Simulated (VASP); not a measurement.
ZnS:

```
CELL_PARAMETERS angstrom
0.00000 2.70200 2.70200
2.70200 0.00000 2.70200
2.70200 2.70200 0.00000
ATOMIC_POSITIONS crystal
Zn 0.25000 0.25000 0.25000
S 0.00000 0.00000 0.00000
```

- Program: VASP 6.6.1
- Task: relaxation of cell and atoms
- Functional: PBE
- Potentials or basis: VASP PAW PBE potentials, release 64 (Zn, S)
- Cutoff: 520 eV
- k mesh: 10 × 10 × 10
- Occupations: gaussian, width 0.02 eV
- Spin: no spin polarisation

At the start: pressure 1.8 GPa; volume 19.73 Å³/atom.

**Question.** How do energy, volume and symmetry change on relaxing?

**Answer.** Over 3 steps the energy falls by 2.5 meV/atom and the volume is 20.20 Å³/atom (+2.4 %); space group F-43m (No. 216, to 0.05 Å).

Step by step:
| step | energy change (eV) | largest force (eV/Å) | pressure (GPa) | volume (Å³) |
| --- | --- | --- | --- | --- |
| 1 | 0.0000 | 0.0000 | 1.76 | 39.45 |
| 2 | -0.0046 | 0.0000 | -0.49 | 40.70 |
| 3 | -0.0051 | 0.0000 | 0.00 | 40.41 |

Final structure:
```cif
data_structure
_symmetry_space_group_name_H-M 'P 1'
_symmetry_Int_Tables_number 1
_cell_length_a 3.8517
_cell_length_b 3.8517
_cell_length_c 3.8517
_cell_angle_alpha 60.000
_cell_angle_beta 60.000
_cell_angle_gamma 60.000
_cell_volume 40.41
loop_
_atom_site_label
_atom_site_type_symbol
_atom_site_fract_x
_atom_site_fract_y
_atom_site_fract_z
_atom_site_occupancy
Zn1 Zn 0.25000 0.25000 0.25000 1
S1 S 0.00000 0.00000 0.00000 1
```
